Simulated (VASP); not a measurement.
Method: MS2 meta-GGA, VASP's PBE PAW potentials (set 64) (plane waves; VASP 6.6.1).

The input files of a VASP run:

**INCAR**
```
! general
SYSTEM =PbO
PREC   =Accurate
ENCUT  =520
LREAL  =.FALSE.
LASPH  =.TRUE.

! electronic loop
EDIFF  =1E-7
NELM   =100
ALGO   =Normal
LMAXMIX=4
LMIXTAU=.TRUE.

! smearing
ISMEAR =-5

! functional
METAGGA=MS2

! ions
ISIF   =2

! output
LWAVE  =.FALSE.
LCHARG =.FALSE.
LORBIT =11
NEDOS  =601

! other
LEFG   =.TRUE.
```

### KPOINTS
```
K-points
0
G
 6 6 5
```

KPOINTS_OPT:
```
k-points along high-symmetry lines
6
Line-mode
Reciprocal
  0.000000   0.000000   0.000000 ! GAMMA
  0.000000   0.500000   0.000000 ! X

  0.000000   0.500000   0.000000 ! X
  0.500000   0.500000   0.000000 ! M

  0.500000   0.500000   0.000000 ! M
  0.000000   0.000000   0.000000 ! GAMMA

  0.000000   0.000000   0.000000 ! GAMMA
  0.000000   0.000000   0.500000 ! Z

  0.000000   0.000000   0.500000 ! Z
  0.000000   0.500000   0.500000 ! R

  0.000000   0.500000   0.500000 ! R
  0.500000   0.500000   0.500000 ! A

  0.500000   0.500000   0.500000 ! A
  0.000000   0.000000   0.500000 ! Z

  0.000000   0.500000   0.000000 ! X
  0.000000   0.500000   0.500000 ! R

  0.500000   0.500000   0.000000 ! M
  0.500000   0.500000   0.500000 ! A
```

**POSCAR**
```
PbO
1.0
  3.9951499793   0.0000000000   0.0000000000
  0.0000000000   3.9951499793   0.0000000000
  0.0000000000   0.0000000000   5.0388282966
Pb O
2 2
Cartesian
  1.9975749896   0.0000000000   3.8488133876
  0.0000000000   1.9975749896   1.1900149090
  1.9975749896   1.9975749896   0.0000000000
  0.0000000000   0.0000000000   0.0000000000
```

POTCAR, in this order: Pb_d O (PBE.64 set). Program: vasp_std.

Output

### OUTCAR
```
 ion  position               nearest neighbor table
   1  0.500  0.000  0.764-   3 2.33   4 2.33   3 2.33   4 2.33   2 3.69   2 3.69   2 3.69   2 3.69
                             2 3.88   2 3.88   2 3.88   2 3.88
   2  0.000  0.500  0.236-   3 2.33   4 2.33   4 2.33   3 2.33   1 3.69   1 3.69   1 3.69   1 3.69
                             1 3.88   1 3.88   1 3.88   1 3.88
   3  0.500  0.500  0.000-   1 2.33   2 2.33   1 2.33   2 2.33
   4  0.000  0.000  0.000-   1 2.33   2 2.33   2 2.33   1 2.33
  LATTYP: Found a simple tetragonal cell.
 ALAT       =     3.9951499793
 C/A-ratio  =     1.2612363297
 Subroutine PRICEL returns:
 Original cell was already a primitive cell.
 Subroutine GETGRP returns: Found 16 space group operations
The static configuration has the point symmetry D_2d.
 The point group associated with its full space group is D_4h.
The dynamic configuration has the point symmetry D_2d.
 Subroutine INISYM returns: Found 16 space group operations
 Subroutine IBZKPT returns following result:
 Found     30 irreducible k-points:

 Following reciprocal coordinates:
            Coordinates               Weight
  0.000000  0.000000  0.000000      1.000000
  0.166667  0.000000  0.000000      4.000000
  0.333333  0.000000  0.000000      4.000000
  0.500000  0.000000  0.000000      2.000000
  0.166667  0.166667  0.000000      4.000000
  0.333333  0.166667  0.000000      8.000000
  0.500000  0.166667  0.000000      4.000000
  0.333333  0.333333  0.000000      4.000000
  0.500000  0.333333  0.000000      4.000000
  0.500000  0.500000  0.000000      1.000000
  0.000000  0.000000  0.200000      2.000000
  0.166667  0.000000  0.200000      8.000000
  0.333333  0.000000  0.200000      8.000000
  0.500000  0.000000  0.200000      4.000000
  0.166667  0.166667  0.200000      8.000000
  0.333333  0.166667  0.200000     16.000000
  0.500000  0.166667  0.200000      8.000000
  0.333333  0.333333  0.200000      8.000000
  0.500000  0.333333  0.200000      8.000000
  0.500000  0.500000  0.200000      2.000000
  0.000000  0.000000  0.400000      2.000000
  0.166667  0.000000  0.400000      8.000000
  0.333333  0.000000  0.400000      8.000000
  0.500000  0.000000  0.400000      4.000000
  0.166667  0.166667  0.400000      8.000000
  0.333333  0.166667  0.400000     16.000000
  0.500000  0.166667  0.400000      8.000000
  0.333333  0.333333  0.400000      8.000000
  0.500000  0.333333  0.400000      8.000000
  0.500000  0.500000  0.400000      2.000000
   k-points           NKPTS =     30   k-points in BZ     NKDIM =     30   number of bands    NBANDS=     24
   number of dos      NEDOS =    601   number of ions     NIONS =      4
   total plane-waves  NPLWV =  36000
   dimension x,y,z NGX =    30 NGY =   30 NGZ =   40
   dimension x,y,z NGXF=    60 NGYF=   60 NGZF=   80
   ions per type =               2   2
   PREC   = accura    normal or accurate (medium, high low for compatibility)
   ISTART =      0    job   : 0-new  1-cont  2-samecut
   ICHARG =      2    charge: 1-file 2-atom 10-const
   ISPIN  =      1    spin polarized calculation?
   LNONCOLLINEAR =      F non collinear calculations
   LSORBIT =      F    spin-orbit coupling
   INIWAV =      1    electr: 0-lowe 1-rand  2-diag
   ENCUT  =  520.0 eV  38.22 Ry    6.18 a.u.   7.43  7.43  9.37*2*pi/ulx,y,z
   NELM   =    100;   NELMIN=  2; NELMDL= -5     # of ELM steps
   EDIFF  = 0.1E-06   stopping-criterion for ELM
   LREAL  =      F    real-space projection
   NLSPLINE    = F    spline interpolate recip. space projectors
   LMAXMIX     =    4 max onsite mixed and CHGCAR
   VOSKOWN=      0    Vosko Wilk Nusair interpolation
   EDIFFG = 0.1E-05   stopping-criterion for IOM
   NSW    =      0    number of steps for IOM
   NBLOCK =      1;   KBLOCK =      1    inner block; outer block
...
```

File OSZICAR:
```
       N       E                     dE             d eps       ncg     rms          rms(c)
DAV:   1     0.450516587193E+03    0.45052E+03   -0.18437E+04  1440   0.181E+03
DAV:   2     0.399840556158E+02   -0.41053E+03   -0.40445E+03  1472   0.460E+02
DAV:   3    -0.206972563519E+02   -0.60681E+02   -0.59969E+02  2128   0.190E+02
DAV:   4    -0.226408403983E+02   -0.19436E+01   -0.19429E+01  1520   0.366E+01
DAV:   5    -0.227011920817E+02   -0.60352E-01   -0.60339E-01  2072   0.620E+00    0.113E+01
DAV:   6     0.113658980504E+02    0.34067E+02   -0.83481E+01  1960   0.175E+02    0.565E+00
DAV:   7     0.134654214824E+02    0.20995E+01   -0.70762E+00  1688   0.337E+01    0.315E+00
DAV:   8     0.137953715518E+02    0.32995E+00   -0.71975E-01  1824   0.831E+00    0.196E+00
DAV:   9     0.124973707256E+02   -0.12980E+01   -0.34861E+00  1632   0.213E+01    0.296E+00
DAV:  10     0.137809265087E+02    0.12836E+01   -0.12578E+00  1656   0.127E+01    0.140E+00
DAV:  11     0.137275152126E+02   -0.53411E-01   -0.15626E-01  1896   0.336E+00    0.857E-01
DAV:  12     0.138107387621E+02    0.83224E-01   -0.16352E-01  1464   0.355E+00    0.355E-01
DAV:  13     0.138117019484E+02    0.96319E-03   -0.60936E-02  2096   0.266E+00    0.415E-01
DAV:  14     0.138130870661E+02    0.13851E-02   -0.26879E-03  1960   0.528E-01    0.257E-01
DAV:  15     0.138131830884E+02    0.96022E-04   -0.33970E-03  2200   0.419E-01    0.880E-02
DAV:  16     0.138137170596E+02    0.53397E-03   -0.12277E-03  1888   0.344E-01    0.332E-02
DAV:  17     0.138131757230E+02   -0.54134E-03   -0.62692E-04  1680   0.329E-01    0.144E-02
DAV:  18     0.138130026415E+02   -0.17308E-03   -0.47022E-05  1808   0.115E-01    0.644E-03
DAV:  19     0.138130196392E+02    0.16998E-04   -0.82107E-06  1848   0.258E-02    0.374E-03
DAV:  20     0.138130052238E+02   -0.14415E-04   -0.12162E-05  1528   0.418E-02    0.495E-03
DAV:  21     0.138130034370E+02   -0.17868E-05   -0.20285E-06  1920   0.145E-02    0.227E-03
DAV:  22     0.138130035818E+02    0.14478E-06   -0.37956E-07  1592   0.468E-03    0.957E-04
DAV:  23     0.138130039166E+02    0.33481E-06   -0.54122E-08   960   0.292E-03    0.688E-04
DAV:  24     0.138130040617E+02    0.14513E-06   -0.51574E-08   840   0.227E-03    0.242E-04
DAV:  25     0.138130040901E+02    0.28374E-07   -0.14028E-08   816   0.150E-03
   1 F= 0.13813004E+02 E0= 0.13813004E+02  d E =0.000000E+00
       N       E                     dE             ncg
       N       E                     dE             ncg
```

File OUTCAR:
```
------------------------ aborting loop because EDIFF is reached ----------------------------------------
  FORCE on cell =-STRESS in cart. coord.  units (eV):
  Direction    XX          YY          ZZ          XY          YZ          ZX
  --------------------------------------------------------------------------------------
  Total       -0.0179826     -0.0179826     -0.0191471      0.0000000      0.0000000      0.0000000
  in kB       -0.3582352     -0.3582352     -0.3814327      0.0000000      0.0000000      0.0000000
  external PRESSURE =      -0.3659677 kB  Pullay stress =       0.0000000 kB
  volume of cell :       80.43
      direct lattice vectors                 reciprocal lattice vectors
     3.995149979  0.000000000  0.000000000     0.250303494  0.000000000  0.000000000
     0.000000000  3.995149979  0.000000000     0.000000000  0.250303494  0.000000000
     0.000000000  0.000000000  5.038828297     0.000000000  0.000000000  0.198458836
 POSITION                                       TOTAL-FORCE (eV/Angst)
 -----------------------------------------------------------------------------------
      1.99757      0.00000      3.84881        -0.000000      0.000000      0.000465
      0.00000      1.99757      1.19001         0.000000      0.000000     -0.000465
      1.99757      1.99757      0.00000         0.000000     -0.000000      0.000000
      0.00000      0.00000      0.00000         0.000000      0.000000      0.000000
 -----------------------------------------------------------------------------------
    total drift:                                0.000000      0.000000     -0.000000
  FREE ENERGIE OF THE ION-ELECTRON SYSTEM (eV)
  ---------------------------------------------------
  free  energy   TOTEN  =        13.8130040901 eV

  energy  without entropy=       13.8130040901  energy(sigma->0) =       13.81300409

 total charge

# of ion       s       p       d       tot
------------------------------------------
    1        1.447   0.641   9.869  11.956
    2        1.447   0.641   9.869  11.956
    3        1.606   3.399   0.000   5.005
    4        1.606   3.399   0.000   5.005
--------------------------------------------------
tot          6.106   8.080  19.738  33.924

 Electric field gradients after diagonalization (V/A^2)
 (convention: |V_zz| > |V_xx| > |V_yy|)
----------------------------------------------------------------------
 ion       V_xx      V_yy      V_zz     asymmetry (V_yy - V_xx)/ V_zz
----------------------------------------------------------------------
   1     113.846   113.846  -227.693       0.000
   2     113.846   113.846  -227.693       0.000
   3       1.012     1.012    -2.024       0.000
   4       1.012     1.012    -2.024       0.000
```
(Selected blocks of OUTCAR.)

The path is coarsely sampled, so an indirect gap can come out somewhat too large.

The compound is PbO in the litharge structure. It was relaxed first.
